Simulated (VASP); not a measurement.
Here is the system:

```
CELL_PARAMETERS angstrom
      1.46422    -2.53611     0.00000
      1.46422     2.53611     0.00000
      0.00000     0.00000     4.64226
ATOMIC_POSITIONS crystal
  Ti 0.33333 0.66667 0.25000
  Ti 0.66667 0.33333 0.75000
```

Level of theory: PBE GGA, VASP's PBE PAW potentials (set 64) (plane waves; VASP 6.6.1). Settings: 480 eV cut-off, 14×14×8 Γ-centred mesh, first-order Methfessel-Paxton smearing of 0.10 eV, potentials Ti_sv.

Each relaxation starts from this cell; other phases were not tried.

Problem. The cell is relaxed at 15 GPa. What happens?

Solution. The volume per atom goes from 17.24 to 15.51 Å³ (-10.0 %), and the cell becomes a = b = 2.828 Å, c = 4.481 Å, α = β = 90.00°, γ = 120.00°, space group P6_3/mmc.

Problem. The cell is relaxed at 20 GPa. What happens?

Solution. The volume per atom goes from 17.24 to 15.06 Å³ (-12.6 %), and the cell becomes a = 2.7995 Å, b = 2.7995 Å, c = 4.4382 Å, α = 90.00°, β = 90.00°, γ = 120.00°, space group P6_3/mmc.

Failed runs are left out, and for metals the shear rows, which the mesh's noise covers.

The compound is Ti in the hcp structure.
